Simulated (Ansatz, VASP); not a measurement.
# Two plane-wave programs on MoI

```xyz
2
Lattice="0.0000 3.1789 3.1789 3.1789 0.0000 3.1789 3.1789 3.1789 0.0000" Properties=species:S:1:pos:R:3 pbc="T T T"
Mo    0.0000    0.0000    0.0000
I     4.7683    4.7683    4.7683
```

The cell was built by a generator and needn't be a form met in nature.

Alike in both runs: task band structure; functional r2SCAN; k mesh 7 × 7 × 7; occupations fermi-dirac, width 0.05 eV; no spin polarisation.

```csv
,VASP,Ansatz
version,VASP 6.6.1,Ansatz 0.2.0
potentials or method,"VASP PAW PBE potentials, release 64 (Mo_sv, I)",Ansatz PAW
plane-wave cutoff (eV),520,500
valence electrons in the cell,21,31
```

```csv
,VASP,Ansatz,Ansatz less VASP
gap on the k mesh at the Fermi level (eV),none,none,-
pressure (GPa),-8.1,-8.1,+0.05
```

A gap of «none» marks a metal or a gap that the smearing closes. The functional is the same, so the differences come from potentials, cutoffs and numerics. The two sets of potentials don't hold the same shells in valence.

Caveats: spin-orbit coupling is left out, which moves the levels of the heavy elements; an odd number of electrons without spin polarisation forces a metal; a magnetic or distorted state may lie lower; the PAW data sets were made with another functional, which shifts forces and pressure a little (VASP); the PAW data sets come from PBE, with cores solved anew for the run's functional, which leaves a small shift of forces and pressure (Ansatz).
